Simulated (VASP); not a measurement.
Here is the system:

```xyz
2
Lattice="0.0000 2.8200 2.8200 2.8200 0.0000 2.8200 2.8200 2.8200 0.0000" Properties=species:S:1:pos:R:3 pbc="T T T"
Na     0.0000     0.0000     0.0000
Cl     2.8200     2.8200     2.8200
```

Level of theory: PBE GGA, VASP's PBE PAW potentials (set 64) (plane waves; VASP). Numerical set-up: 300 eV cut-off, 7×7×7 Γ-centred mesh, Fermi-Dirac smearing of 0.020 eV, potentials Na_pv Cl.

### Question
Give the energies of bands 5 to 10 at the high-symmetry points, in eV from the valence-band maximum.

### Answer

```json
[
 {"band": "5", "Γ": "0.00", "X": "-1.66", "U": "-1.40", "L": "-1.92", "W": "-1.19"},
 {"band": "6", "Γ": "0.00", "X": "-0.59", "U": "-1.11", "L": "-0.26", "W": "-1.19"},
 {"band": "7", "Γ": "0.00", "X": "-0.59", "U": "-0.49", "L": "-0.26", "W": "-0.75"},
 {"band": "8", "Γ": "5.10", "X": "7.54", "U": "8.24", "L": "7.27", "W": "8.83"},
 {"band": "9", "Γ": "11.13", "X": "8.08", "U": "9.04", "L": "10.62", "W": "9.71"},
 {"band": "10", "Γ": "11.13", "X": "11.32", "U": "10.56", "L": "10.98", "W": "9.71"}
]
```

The gap is direct, 5.10 eV, from the valence maximum at Γ to the conduction minimum at Γ.

The structure is a typed NaCl crystal (Fm-3m). The cell was not relaxed at this level.
